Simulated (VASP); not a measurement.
Crystal: LuAl3N4.

```
CELL_PARAMETERS angstrom
6.68532 0.06391 -0.02368
0.05505 5.59609 0.01150
-0.01850 0.01043 5.14940
ATOMIC_POSITIONS crystal
Lu 0.48357 0.84897 0.97219
Lu 0.01639 0.16010 0.49306
Al 0.49950 0.19689 0.48698
Al 0.99225 0.80333 0.99100
Al 0.75141 0.66269 0.49321
Al 0.25267 0.65261 0.48991
Al 0.24335 0.35461 0.00254
Al 0.74757 0.33010 0.99049
N 0.49275 0.19752 0.86267
N 0.98398 0.79014 0.37154
N 0.78134 0.63597 0.85520
N 0.21961 0.64336 0.86822
N 0.49487 0.83918 0.42174
N 0.27171 0.34747 0.36804
N 0.73424 0.35303 0.34091
N 0.98845 0.15876 0.92138
```

The cell was built by a generator and needn't be a form met in nature.

| Property | Result |
| --- | --- |
| Program | VASP 6.6.1 |
| Task | relaxation of cell and atoms |
| Functional | PBE |
| Potentials or basis | VASP PAW PBE potentials, release 64 (Lu, Al, N) |
| Cutoff | 520 eV |
| k mesh | 3 × 3 × 4 |
| Occupations | gaussian, width 0.05 eV |
| Spin | no spin polarisation |

At the start: pressure 1.2 GPa; volume 12.04 Å³/atom.

Q: Where does the relaxation end?

A: Over 24 steps the energy falls by 74.1 meV/atom and the volume is 12.01 Å³/atom (-0.2 %); space group Pmn2_1 (No. 31, to 0.05 Å).

The path:
```
step  energy change (eV)  largest force (eV/Å)  pressure (GPa)  volume (Å³)
   1              0.0000                3.1935            1.22       192.63
   2             -0.8018                1.5222           -4.35       195.10
   3             -0.9976                0.8090           -2.43       194.31
   4             -1.1095                0.6058            2.09       189.73
   5             -1.1136                0.6242            1.67       190.46
   6             -1.1637                0.2146           -0.39       192.32
   7             -1.1638                0.2149            0.20       192.32
   8             -1.1755                0.1440           -0.62       192.89
   9             -1.1758                0.1312           -0.54       192.96
  10             -1.1815                0.0961           -0.13       192.15
  11             -1.1806                0.1128            0.56       191.61
  12             -1.1816                0.1012            0.33       191.94
  13             -1.1838                0.0660           -0.03       192.17
  14             -1.1838                0.0662            0.11       192.18
  15             -1.1846                0.0380           -0.15       192.43
  16             -1.1846                0.0411           -0.06       192.40
  17             -1.1846                0.0323           -0.23       192.41
  18             -1.1846                0.0428           -0.15       192.40
  19             -1.1850                0.0361            0.00       192.22
  20             -1.1851                0.0385            0.15       192.18
  21             -1.1853                0.0320           -0.18       192.28
  22             -1.1853                0.0316            0.04       192.26
  23             -1.1853                0.0317           -0.08       192.27
  24             -1.1854                0.0191            0.05       192.18
```

Final structure:
```
CELL_PARAMETERS angstrom
6.58527 0.00610 -0.00013
0.00352 5.67205 0.00013
0.00047 0.00007 5.14516
ATOMIC_POSITIONS crystal
Lu 0.49632 0.83592 0.97781
Lu 0.99778 0.16087 0.47774
Al 0.49764 0.18482 0.49352
Al 0.99666 0.81208 0.99330
Al 0.74715 0.65830 0.49303
Al 0.24668 0.65792 0.49285
Al 0.24738 0.33871 0.99291
Al 0.74717 0.33871 0.99302
N 0.49755 0.20908 0.86318
N 0.99670 0.78788 0.36299
N 0.77063 0.64879 0.86093
N 0.22276 0.64849 0.86056
N 0.49670 0.84386 0.42300
N 0.27135 0.34815 0.36059
N 0.72360 0.34824 0.36090
N 0.99757 0.15292 0.92276
```
